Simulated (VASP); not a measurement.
Data:

```cif
data_Ta2
_chemical_formula_sum 'Ta2'
_space_group_name_H-M_alt 'Im-3m'
_space_group_IT_number 229
_space_group_name_Hall '-I 4 2 3'
_cell_length_a 3.31946
_cell_length_b 3.31946
_cell_length_c 3.31946
_cell_angle_alpha 90.000
_cell_angle_beta 90.000
_cell_angle_gamma 90.000
loop_
_atom_site_label
_atom_site_type_symbol
_atom_site_symmetry_multiplicity
_atom_site_Wyckoff_symbol
_atom_site_fract_x
_atom_site_fract_y
_atom_site_fract_z
_atom_site_occupancy
Ta1 Ta 2 a 0.00000 0.00000 0.00000 1
```
(The calculation used a cell of 1 atom; values per cell refer to that cell.)

All values below come from PBE GGA, VASP's PBE PAW potentials (set 64) (plane waves; VASP). Settings: 480 eV cut-off, 14×14×14 Γ-centred mesh, first-order Methfessel-Paxton smearing of 0.10 eV, potentials Ta_pv.

Each relaxation starts from this cell; other phases were not tried.

### Question
The cell is relaxed at 10 GPa. What happens?

### Answer
The volume per atom goes from 18.29 to 17.49 Å³ (-4.4 %), and the cell becomes a = b = c = 3.270 Å, α = β = γ = 90.00°, space group Im-3m.

### Question
The cell is relaxed at 20 GPa. What happens?

### Answer
The volume per atom goes from 18.29 to 16.81 Å³ (-8.1 %), and the cell becomes a = b = c = 3.228 Å, α = β = γ = 90.00°, space group Im-3m.

Failed runs are left out, and for metals the shear rows, which the mesh's noise covers.

The compound is Ta in the bcc structure.
